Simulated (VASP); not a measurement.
Output of a VASP run:

**OSZICAR**
```
       N       E                     dE             d eps       ncg     rms          rms(c)
DAV:   1     0.105897692088E+02    0.10590E+02   -0.39859E+03   752   0.897E+02
DAV:   2    -0.138486735697E+02   -0.24438E+02   -0.23094E+02  1264   0.110E+02
DAV:   3    -0.140833718843E+02   -0.23470E+00   -0.23470E+00   832   0.150E+01
DAV:   4    -0.140839182183E+02   -0.54633E-03   -0.54633E-03  1272   0.752E-01
DAV:   5    -0.140839183255E+02   -0.10715E-06   -0.10714E-06   896   0.959E-03    0.739E+00
DAV:   6    -0.134836258599E+02    0.60029E+00   -0.14921E+00   792   0.657E+00    0.403E+00
DAV:   7    -0.133866149845E+02    0.97011E-01   -0.27575E-01  1152   0.320E+00    0.120E+00
DAV:   8    -0.133787340533E+02    0.78809E-02   -0.26051E-02   792   0.115E+00    0.173E-01
DAV:   9    -0.133790728689E+02   -0.33882E-03   -0.72388E-04  1056   0.239E-01    0.745E-02
DAV:  10    -0.133792543314E+02   -0.18146E-03   -0.22674E-04   880   0.122E-01    0.225E-02
DAV:  11    -0.133792660695E+02   -0.11738E-04   -0.16780E-05  1048   0.340E-02    0.189E-02
DAV:  12    -0.133792668224E+02   -0.75294E-06   -0.20069E-06   856   0.118E-02    0.391E-03
DAV:  13    -0.133792668428E+02   -0.20335E-07   -0.28022E-08   752   0.154E-03
   1 F= -.13379267E+02 E0= -.13379267E+02  d E =-.155587E-13
```

OUTCAR:
```
------------------------ aborting loop because EDIFF is reached ----------------------------------------
  FORCE on cell =-STRESS in cart. coord.  units (eV):
  Direction    XX          YY          ZZ          XY          YZ          ZX
  --------------------------------------------------------------------------------------
  Total       -0.0005448     -0.0005448     -0.0005448      0.0000000     -0.0000000      0.0000000
  in kB       -0.0378330     -0.0378330     -0.0378330      0.0000000     -0.0000000      0.0000000
  external PRESSURE =      -0.0378330 kB  Pullay stress =       0.0000000 kB
  volume of cell :       23.07
      direct lattice vectors                 reciprocal lattice vectors
     0.000000000  2.259567302  2.259567302    -0.221281304  0.221281304  0.221281304
     2.259567302  0.000000000  2.259567302     0.221281304 -0.221281304  0.221281304
     2.259567302  2.259567302  0.000000000     0.221281304  0.221281304 -0.221281304
  FREE ENERGIE OF THE ION-ELECTRON SYSTEM (eV)
  ---------------------------------------------------
  free  energy   TOTEN  =       -13.3792668428 eV

  energy  without entropy=      -13.3792668428  energy(sigma->0) =      -13.37926684
```
(Selected blocks of OUTCAR.)

**POSCAR**
```
BP
1
    0.0000000000     2.2595673022     2.2595673022
    2.2595673022     0.0000000000     2.2595673022
    2.2595673022     2.2595673022     0.0000000000
B P
1 1
Direct
  0.0000000000   0.0000000000   0.0000000000
  0.2500000000   0.2500000000   0.2500000000
```

Q: Reconstruct the remaining input files.

A: This is not unique; one that fits is the input of the run itself, AM05 GGA, plane waves, VASP's PBE PAW potentials (set 64).

### KPOINTS
```
Automatic
0
Gamma
10 10 10
```

INCAR:
```
SYSTEM = BP
PREC = Accurate
ENCUT = 520
EDIFF = 1E-7
NELM = 100
ALGO = Normal
LREAL = .FALSE.
LASPH = .TRUE.
ISMEAR = 0
SIGMA = 0.05
GGA = AM
LWAVE = .FALSE.
LCHARG = .FALSE.
ISIF = 2
```

POTCAR, in this order: B P (PBE.64 set). Program: vasp_std.

The compound is BP in the zinc blende structure. It was relaxed first.
